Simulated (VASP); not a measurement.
Set up this calculation in VASP 6.6.1, as the native input.

```
Task                   : single point
Functional             : PBEsol
Potentials or basis    : VASP PAW PBE potentials, release 64 (Ga_d, H, N, F)
Cutoff                 : 520 eV
k mesh                 : 2 × 2 × 2
Occupations            : fermi-dirac, width 0.05 eV
Spin                   : no spin polarisation
Dipole correction      : no
Further INCAR settings : LREAL = Auto; ALGO = Fast; EDIFF = 1e-06; NBANDS = 76
```

The structure of Ga2H13N4F8 (a cell with a defect) lies in POSCAR:

```
Ga2H13N4F8
1.0
    5.3580880000     -3.4262370000      0.0000000000
    5.3580880000      3.4262370000      0.0000000000
   -3.6942100000      0.0000000000      6.6150590000
Ga H N F
2 13 4 8
Direct
    0.0091379095      0.0188278405      0.0161449807
    0.0078258800      0.0026014895      0.5048632219
    0.1945083506      0.2098312836      0.9234687098
    0.2821184531      0.5077887731      0.6357766424
    0.2272490662      0.2550930245      0.6053611918
    0.4512041757      0.3524953006      0.7875817888
    0.6454677645      0.8583835669      0.9375124243
    0.8680691642      0.6385462211      0.8128876855
    0.4872232583      0.2542271170      0.5637893781
    0.4138341331      0.1253543811      0.1510795293
    0.1970655024      0.3826335177      0.1558867427
    0.4530893496      0.6987524488      0.3871923138
    0.7118068663      0.6721131732      0.3214937312
    0.7081110963      0.4154868557      0.3657714920
    0.8979552423      0.6787351475      0.0499012934
    0.8271370076      0.7807304105      0.9383589776
    0.3553459180      0.3355282580      0.6447561541
    0.6188027917      0.5951033220      0.3490369474
    0.2367501529      0.1980488021      0.0771724031
    0.2839507864      0.7368383129     -0.0162205658
    0.7496667104      0.2892490569      0.0244442264
    0.0441219759      0.1113093888      0.3240787422
    0.3501269665      0.9058094835      0.6011888934
    0.9509964273      0.3254997089      0.6715586361
    0.0437994221      0.6784023407      0.3446530107
    0.6671534185      0.1286325865      0.3831107175
    0.9319347879      0.9437553363      0.7057835765
```

The input as run:

INCAR

```
SYSTEM = Ga2H13N4F8
PREC = Accurate
ENCUT = 520
EDIFF = 1E-6
ISMEAR = -1
SIGMA = 0.05
LREAL = Auto
LASPH = .TRUE.
NELM = 80
ALGO = Fast
ISIF = 2
LWAVE = .FALSE.
LCHARG = .FALSE.
GGA = PS
NBANDS = 76
```

KPOINTS

```
Automatic mesh
0
G
  2 2 2
  0 0 0
```

Potentials or basis: VASP PAW PBE potentials, release 64 (Ga_d, H, N, F).

Launch:

```console
$ cat potpaw_PBE.64/Ga_d/POTCAR potpaw_PBE.64/H/POTCAR potpaw_PBE.64/N/POTCAR potpaw_PBE.64/F/POTCAR > POTCAR
$ mpirun -np 1 vasp_std > vasp.out
```

It gave:

```
Pressure               : -2.1 GPa
Largest force          : 3.111 eV/Å
Band gap on the k mesh : none (metal or under the smearing width)
```

Caveat: the k mesh is coarse (spacing up to 0.57 Å⁻¹), so the values aren't converged; the PAW data sets were made with another functional, which shifts forces and pressure a little; an odd number of electrons without spin polarisation forces a metal; a magnetic or distorted state may lie lower.

Wall time 3.5 min on 1 thread of Intel(R) Xeon(R) Platinum 8488C (Sapphire Rapids), with other jobs on the host, peak memory 0.39 GiB.
